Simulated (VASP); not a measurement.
# YNb (Pm-3m) in VASP: a series of runs, part 2 of 2

VASP 6.6.1. The steps go on from the part before.

### 3 Band structure, PW91

File POSCAR:

```
YNb
1.0
    3.6114100000      0.0000000000      0.0000000000
    0.0000000000      3.6114100000      0.0000000000
    0.0000000000      0.0000000000      3.6114100000
Y Nb
1 1
Direct
    0.0000000000      0.0000000000      0.0000000000
    0.5000000000      0.5000000000      0.5000000000
```

File INCAR.step1:

```
PREC = Accurate ; ENCUT = 520
EDIFF = 1E-6 ; ISMEAR = -1
SIGMA = 0.05 ; LREAL = False
LASPH = True ; NELM = 100
ALGO = Normal ; ISIF = 2
LWAVE = False ; LCHARG = True
LMAXMIX = 4 ; GGA = 91
```

File KPOINTS.step1:

```
regular mesh
0
Gamma
  7 7 7
```

File INCAR.step2:

```
PREC = Accurate ; ENCUT = 520
EDIFF = 1E-6 ; ISMEAR = 0
SIGMA = 0.05 ; LREAL = False
LASPH = True ; NELM = 100
ALGO = Normal ; ISIF = 2
LWAVE = False ; LCHARG = False
LMAXMIX = 4 ; GGA = 91
ICHARG = 11
```

File KPOINTS.step2:

```
path GXMGRX,MR
10
line-mode
reciprocal
 0.0000000000  0.0000000000  0.0000000000  G
 0.0000000000  0.5000000000  0.0000000000  X

 0.0000000000  0.5000000000  0.0000000000  X
 0.5000000000  0.5000000000  0.0000000000  M

 0.5000000000  0.5000000000  0.0000000000  M
 0.0000000000  0.0000000000  0.0000000000  G

 0.0000000000  0.0000000000  0.0000000000  G
 0.5000000000  0.5000000000  0.5000000000  R

 0.5000000000  0.5000000000  0.5000000000  R
 0.0000000000  0.5000000000  0.0000000000  X

 0.5000000000  0.5000000000  0.0000000000  M
 0.5000000000  0.5000000000  0.5000000000  R
```

Potentials or basis: VASP PAW PBE potentials, release 64 (Y_sv, Nb_sv).

Command:

```sh
$ cat potpaw_PBE.64/Y_sv/POTCAR potpaw_PBE.64/Nb_sv/POTCAR > POTCAR
$ cp INCAR.step1 INCAR
$ cp KPOINTS.step1 KPOINTS
$ mpirun -np 1 vasp_std > vasp.out
$ cp INCAR.step2 INCAR
$ cp KPOINTS.step2 KPOINTS
$ mpirun -np 1 vasp_std > vasp.out
```

OUTCAR:

```text
PREC = Accurate
   ENCUT = 520
   EDIFF = 1E-6
   ISMEAR = 0
   LREAL = False
   LASPH = True
   NELM = 100
   ISIF = 2
   GGA = 91
   ICHARG = 11

 ion  position               nearest neighbor table
   1  0.000  0.000  0.000-   2 3.13   2 3.13   2 3.13   2 3.13   2 3.13   2 3.13   2 3.13   2 3.13

   2  0.500  0.500  0.500-   1 3.13   1 3.13   1 3.13   1 3.13   1 3.13   1 3.13   1 3.13   1 3.13

  LATTYP: Found a simple cubic cell.
 ALAT       =     3.6114100000

  Lattice vectors:

 A1 = (   3.6114100000,   0.0000000000,   0.0000000000)
 A2 = (   0.0000000000,   3.6114100000,   0.0000000000)
 A3 = (   0.0000000000,   0.0000000000,   3.6114100000)

Analysis of symmetry for initial positions (statically):
=====================================================================
 Subroutine PRICEL returns:
 Original cell was already a primitive cell.

 Routine SETGRP: Setting up the symmetry group for a
 simple cubic supercell.

 Subroutine GETGRP returns: Found 48 space group operations
 (whereof 48 operations were pure point group operations)
 out of a pool of 48 trial point group operations.

The static configuration has the point symmetry O_h .

Analysis of symmetry for dynamics (positions and initial velocities):
=====================================================================
 Subroutine PRICEL returns:
 Original cell was already a primitive cell.

 Routine SETGRP: Setting up the symmetry group for a
 simple cubic supercell.

 Subroutine GETGRP returns: Found 48 space group operations
 (whereof 48 operations were pure point group operations)
 out of a pool of 48 trial point group operations.

The dynamic configuration has the point symmetry O_h .

 Subroutine INISYM returns: Found 48 space group operations
 (whereof 48 operations are pure point group operations),
 and found     1 'primitive' translations

----------------------------------------------------------------------------------------
[... 103 lines left out ...]
     AMIX_MAG =   1.60;   BMIX_MAG =  1.00
  volume/ion in A,a.u.               =      23.55       158.93
  Fermi-wavevector in a.u.,A,eV,Ry     =   1.307581  2.470969 23.262791  1.709767
  Thomas-Fermi vector in A             =   2.438306
   LORBIT       =      0    0 simple, 1 ext, 2 COOP (PROOUT), +10 PAW based schemes
   GGA     = 91    functional components
   LHFCALC =     F    Hartree Fock is set to
   AEXX    =    0.0000 exact exchange contribution
   IVDW    =     0    specifies the selected vdW correction
   LEPSILON=     F    determine dielectric tensor
   LRPA    =     F    only Hartree local field effects (RPA)
 non-spin polarized calculation
 Gauss-broadening in eV      SIGMA  =   0.05
  energy-cutoff  :      520.00
  volume of cell :       47.10
 maximum number of plane-waves:      1328
 NGX is ok and might be reduce to    28

 number of electron      23.9999998 magnetization

 Free energy of the ion-electron system (eV)
  ---------------------------------------------------
  ext. energy  EPLUGINS =         0.00000000
  ---------------------------------------------------
  free energy    TOTEN  =       -16.11768445 eV

  energy without entropy =      -16.11722596  energy(sigma->0) =      -16.11745521

 E-fermi :   6.3736     XC(G=0): -10.9826

 val. band max:        6.3181169201   @ k =   0.2222   0.5000   0.0000
 cond. band min:       6.4408392454   @ k =   0.5000   0.5000   0.3889
 fundamental gap:      0.1227223253
 Fermi energy:         6.3736093654

 k-point     1 :       0.0000    0.0000    0.0000
  band No.  band energies     occupation
      1     -48.1283      2.00000
      2     -35.1478      2.00000
      3     -24.2676      2.00000
      4     -24.2676      2.00000
      5     -24.2676      2.00000
      6     -15.1550      2.00000
[... 433 lines left out ...]
      3     -24.3411      2.00000
      4     -24.3321      2.00000
      5     -24.2489      2.00000
      6     -15.3829      2.00000
[... 8 lines left out ...]
     15       8.8296      0.00000
     16       9.8655      0.00000

 [... further k-points ...]

------------------------ aborting loop because EDIFF is reached ----------------------------------------

  FORCE on cell =-STRESS in cart. coord.  units (eV):
  Direction    XX          YY          ZZ          XY          YZ          ZX
  --------------------------------------------------------------------------------------
  -------------------------------------------------------------------------------------
  Total       -2.0826401     -2.0826401     -2.0826401      0.0000000     -0.0000000     -0.0000000
  in kB      -70.8425884    -70.8425884    -70.8425884      0.0000000     -0.0000000     -0.0000000
  external PRESSURE =     -70.8425884 kB  Pullay stress =       0.0000000 kB

 VOLUME and BASIS-vectors are now :
 -----------------------------------------------------------------------------
  energy-cutoff  :      520.00
  volume of cell :       47.10
      direct lattice vectors                 reciprocal lattice vectors
     3.611410000  0.000000000  0.000000000     0.276900158  0.000000000  0.000000000
     0.000000000  3.611410000  0.000000000     0.000000000  0.276900158  0.000000000
     0.000000000  0.000000000  3.611410000     0.000000000  0.000000000  0.276900158

 POSITION                                       TOTAL-FORCE (eV/Angst)
 -----------------------------------------------------------------------------------
      0.00000      0.00000      0.00000         0.000000      0.000000      0.000000
      1.80570      1.80570      1.80570         0.000000      0.000000      0.000000
 -----------------------------------------------------------------------------------
    total drift:                                0.000000      0.000000      0.000000

  FREE ENERGIE OF THE ION-ELECTRON SYSTEM (eV)
  ---------------------------------------------------
  free  energy   TOTEN  =       -16.1176844493 eV

  energy  without entropy=      -16.1172259649  energy(sigma->0) =      -16.11745521
```

OUTCAR.step1:

```text
PREC = Accurate
   ENCUT = 520
   EDIFF = 1E-6
   ISMEAR = -1
   LREAL = False
[... 597 lines left out ...]
      0.00000      0.00000      0.00000         0.000000      0.000000      0.000000
      1.80570      1.80570      1.80570         0.000000      0.000000      0.000000
 -----------------------------------------------------------------------------------
    total drift:                                0.000000      0.000000      0.000000

  FREE ENERGIE OF THE ION-ELECTRON SYSTEM (eV)
  ---------------------------------------------------
  free  energy   TOTEN  =       -15.4841091839 eV

  energy  without entropy=      -15.4497246585  energy(sigma->0) =      -15.46691692
```

Wall time 19 s (1 thread of Intel Xeon 6975P-C (Granite Rapids), shared host); peak memory 0.19 GiB.

Results:

```
Band gap along the path : none (metal or under the smearing width)
```

Levels at the corners of the path, in eV from the Fermi level:
| point | band 10 | band 11 | band 12 | band 13 | band 14 | band 15 |
| --- | --- | --- | --- | --- | --- | --- |
| Γ | -2.42 | -2.42 | 0.87 | 0.87 | 0.87 | 3.81 |
| X | -1.90 | -0.89 | 0.68 | 0.68 | 0.78 | 1.66 |
| X | -1.90 | -0.89 | 0.68 | 0.68 | 0.78 | 1.66 |
| M | -2.51 | -0.67 | -0.67 | 1.87 | 1.87 | 2.70 |
| M | -2.51 | -0.67 | -0.67 | 1.87 | 1.87 | 2.70 |
| Γ | -2.42 | -2.42 | 0.87 | 0.87 | 0.87 | 3.81 |
| Γ | -2.42 | -2.42 | 0.87 | 0.87 | 0.87 | 3.81 |
| R | -0.62 | -0.62 | -0.14 | -0.14 | -0.14 | 2.78 |
| R | -0.62 | -0.62 | -0.14 | -0.14 | -0.14 | 2.78 |
| X | -1.90 | -0.89 | 0.68 | 0.68 | 0.78 | 1.66 |
| M | -2.51 | -0.67 | -0.67 | 1.87 | 1.87 | 2.70 |
| R | -0.62 | -0.62 | -0.14 | -0.14 | -0.14 | 2.78 |

Caveat: the log is that of the step along the path at fixed density, whose energy, stress, charges and moments have no meaning; the PAW data sets were made with another functional, which shifts forces and pressure a little.

### 4 The reference run

An earlier run on the cell as given: functional PBE; potentials or basis VASP PAW PBE potentials, release 64 (Y_sv, Nb_sv); cutoff 520 eV; k mesh 7 × 7 × 7; occupations fermi-dirac, width 0.05 eV; no spin polarisation.

* Pressure: -0.1 GPa
* Band gap on the k mesh: none (metal or under the smearing width)
